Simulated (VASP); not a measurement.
Level of theory: PBEsol GGA, VASP's PBE PAW potentials (set 64) (plane waves; VASP 6.6.1).

VASP input:

**INCAR**
```
SYSTEM = Bi2Se3
PREC = Accurate; ENCUT = 400; LREAL = .FALSE.
LASPH = .TRUE.; NBANDS = 84
EDIFF = 1E-7; NELM = 100; ALGO = Normal
LMAXMIX = 4
ISMEAR = 0; SIGMA = 0.01
GGA = PS
LWAVE = .FALSE.; LCHARG = .FALSE.; NEDOS = 1001
LOPTICS = .TRUE.; CSHIFT = 0.1
```

File KPOINTS:
```
Automatic mesh
0
Gamma
14 14 1
0 0 0
```

### POSCAR
```
Bi2Se3
1
    4.1036495665     0.0000000000     0.0000000000
   -2.0518247832     3.5538651311     0.0000000000
   -0.0000000000    -0.0000000000    22.9269953504
Bi Se
2 3
Direct
  0.3333330000   0.6666670000   0.4161971454
  0.0000000000   0.0000000000   0.5838028546
  0.0000000000   1.0000000000   0.3477289622
  0.6666670000   0.3333330000   0.5000000000
  0.3333330000   0.6666670000   0.6522710378
```

POTCAR, in this order: Bi_d Se (PBE.64 set). Program: vasp_std.

Output of the run:

**OSZICAR**
```
       N       E                     dE             d eps       ncg     rms          rms(c)
DAV:   1     0.399871400175E+03    0.39987E+03   -0.16089E+04  4184   0.398E+02
DAV:   2     0.300069788789E+02   -0.36986E+03   -0.34887E+03  4480   0.137E+02
DAV:   3    -0.207960776499E+02   -0.50803E+02   -0.49578E+02  4800   0.624E+01
DAV:   4    -0.226426334585E+02   -0.18466E+01   -0.18438E+01  4832   0.132E+01
DAV:   5    -0.227148437312E+02   -0.72210E-01   -0.72202E-01  5824   0.221E+00    0.495E+00
DAV:   6    -0.219698607120E+02    0.74498E+00   -0.21725E-01  5868   0.281E+00    0.297E+00
DAV:   7    -0.219528174736E+02    0.17043E-01   -0.20677E-01  4588   0.100E+00    0.151E+00
DAV:   8    -0.219525942019E+02    0.22327E-03   -0.35498E-02  4752   0.467E-01    0.386E-01
DAV:   9    -0.219523661847E+02    0.22802E-03   -0.26686E-03  5012   0.152E-01    0.111E-01
DAV:  10    -0.219524230217E+02   -0.56837E-04   -0.36883E-04  5016   0.484E-02    0.563E-02
DAV:  11    -0.219524567140E+02   -0.33692E-04   -0.65263E-05  5056   0.205E-02    0.187E-02
DAV:  12    -0.219524754303E+02   -0.18716E-04   -0.12529E-05  4752   0.110E-02    0.558E-03
DAV:  13    -0.219524889706E+02   -0.13540E-04   -0.15196E-06  4800   0.374E-03    0.285E-03
DAV:  14    -0.219525170287E+02   -0.28058E-04   -0.55654E-07  4488   0.209E-03    0.405E-03
DAV:  15    -0.219525197122E+02   -0.26836E-05   -0.45653E-08  4352   0.754E-04    0.138E-03
DAV:  16    -0.219525500543E+02   -0.30342E-04   -0.12472E-07  4256   0.122E-03    0.104E-03
DAV:  17    -0.219525533628E+02   -0.33085E-05   -0.19715E-08  4336   0.349E-04    0.515E-04
DAV:  18    -0.219525568022E+02   -0.34394E-05   -0.22841E-08  4128   0.380E-04    0.564E-04
DAV:  19    -0.219525581933E+02   -0.13911E-05   -0.49678E-09  4184   0.208E-04    0.269E-04
DAV:  20    -0.219525593041E+02   -0.11108E-05   -0.31263E-09  4008   0.137E-04    0.121E-04
DAV:  21    -0.219525596235E+02   -0.31940E-06   -0.73808E-10  3944   0.770E-05    0.976E-05
DAV:  22    -0.219525597021E+02   -0.78569E-07   -0.10662E-10  4064   0.482E-05
   1 F= -.21952560E+02 E0= -.21952560E+02  d E =-.362808E-20
 imaginary and real dielectric function
```

### OUTCAR
```
------------------------ aborting loop because EDIFF is reached ----------------------------------------
  FORCE on cell =-STRESS in cart. coord.  units (eV):
  Direction    XX          YY          ZZ          XY          YZ          ZX
  --------------------------------------------------------------------------------------
  Total        0.1871693      0.1871694      0.0643805      0.0000000     -0.0000000     -0.0000000
  in kB        0.8968647      0.8968649      0.3084937      0.0000000     -0.0000000     -0.0000000
  external PRESSURE =       0.7007411 kB  Pullay stress =       0.0000000 kB
  volume of cell :      334.36
      direct lattice vectors                 reciprocal lattice vectors
     4.103649566  0.000000000  0.000000000     0.243685525  0.140691889  0.000000000
    -2.051824783  3.553865131  0.000000000     0.000000000  0.281383779  0.000000000
     0.000000000  0.000000000 22.926995350     0.000000000  0.000000000  0.043616705
 POSITION                                       TOTAL-FORCE (eV/Angst)
 -----------------------------------------------------------------------------------
     -0.00000      2.36924      9.54215         0.000000     -0.000000     -0.042144
      0.00000      0.00000     13.38485        -0.000000      0.000000      0.042144
      0.00000      0.00000      7.97238         0.000000     -0.000000      0.004382
      2.05183      1.18462     11.46350        -0.000000      0.000000     -0.000000
     -0.00000      2.36924     14.95462        -0.000000      0.000000     -0.004382
 -----------------------------------------------------------------------------------
    total drift:                                0.002108     -0.001217      0.000959
  FREE ENERGIE OF THE ION-ELECTRON SYSTEM (eV)
  ---------------------------------------------------
  free  energy   TOTEN  =       -21.9525597021 eV

  energy  without entropy=      -21.9525597021  energy(sigma->0) =      -21.95255970

 plasma frequency squared (from intraband transitions) (eV^2)
  --------------------------------------------------------------------------------------
       0.000       0.000      -0.000
       0.000       0.000       0.000
       0.000       0.000       0.000

 plasma frequency squared (from interband transitions, int dw w eps(2)(w)) (eV^2)
  --------------------------------------------------------------------------------------
     135.787       0.000       0.000      -0.000       0.000      -0.000
       0.000       0.000     135.787       0.000       0.000       0.000
       0.000       0.000       0.000      -0.000     135.916       0.000
```
(Selected blocks of OUTCAR.)

OUTCAR:
```
 val. band max:       -1.6186917787   @ k =   0.2143  -0.0000   0.0000

 cond. band min:      -0.7660584147   @ k =   0.0000   0.0000   0.0000


 Fermi energy:        -1.5567226792

 k-point     1 :       0.0000    0.0000    0.0000
  band No.  band energies     occupation
      1     -24.0970      2.00000
      2     -24.0970      2.00000
      3     -24.0950      2.00000
      4     -24.0950      2.00000
      5     -24.0834      2.00000
      6     -24.0807      2.00000
      7     -24.0720      2.00000
      8     -24.0720      2.00000
      9     -24.0690      2.00000
     10     -24.0690      2.00000
     11     -15.5191      2.00000
     12     -14.9529      2.00000
     13     -13.7935      2.00000
     14     -10.8299      2.00000
     15      -9.5806      2.00000
     16      -3.4156      2.00000
     17      -2.9284      2.00000
     18      -2.9284      2.00000
     19      -2.6561      2.00000
     20      -2.6560      2.00000
     21      -2.3803      2.00000
     22      -2.2861      2.00000
     23      -2.2861      2.00000
     24      -2.0009      2.00000
     25      -0.7661      0.00000
     26       0.5381      0.00000
     27       0.5381      0.00000
     28       1.0499      0.00000
     29       1.5691      0.00000
     30       1.5692      0.00000
     31       3.8871      0.00000
     32       3.9936      0.00000
     33       4.7047      0.00000
     34       4.9046      0.00000
     35       5.7702      0.00000
     36       5.8075      0.00000
     37       5.8075      0.00000
     38       6.0780      0.00000
     39       6.6782      0.00000
     40       7.3802      0.00000
     41       7.4306      0.00000
     42       7.4352      0.00000
     43       7.4352      0.00000
     44       8.1157      0.00000
     45       8.1157      0.00000
     46       8.2014      0.00000
     47       9.0533      0.00000
     48       9.2870      0.00000
     49       9.2870      0.00000
     50       9.8294      0.00000
     51      10.3154      0.00000
...
```

The cell holds a wide vacuum, so values per volume refer to the whole cell. The dielectric response may not be converged in the k-mesh; for small gaps it tends to come out too large. Unless said otherwise, spin-orbit coupling is left out, though it shifts the bands of the heavy elements here.

The cell is a sheet with vacuum, built from a generated structure.
